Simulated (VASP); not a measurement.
Given:

```xyz
2
Lattice="0.0000 2.2509 2.2509 2.2509 0.0000 2.2509 2.2509 2.2509 0.0000" Properties=species:S:1:pos:R:3 pbc="T T T"
B      0.0000     0.0000     0.0000
P      1.1255     1.1255     1.1255
```

Calculation: PBE GGA with D4 dispersion, VASP's PBE PAW potentials (set 64) (plane waves; VASP 6.6.1). Numerical set-up: 520 eV cut-off, 11×11×11 Γ-centred mesh, tetrahedra with Blöchl corrections, potentials B P.

### Question
The job: BP (zinc blende), 2 atoms, PBE-D4, static run, 520 eV, 11×11×11 Γ-centred mesh. Roughly how much core time does it take on a busy server core?

### Answer
About 7 core-seconds (one run on a shared machine, a rough figure). It had 56 irreducible k-points, 8 bands, up to 624 plane waves and 13 electronic steps.

The compound is BP in the zinc blende structure. It was relaxed first.
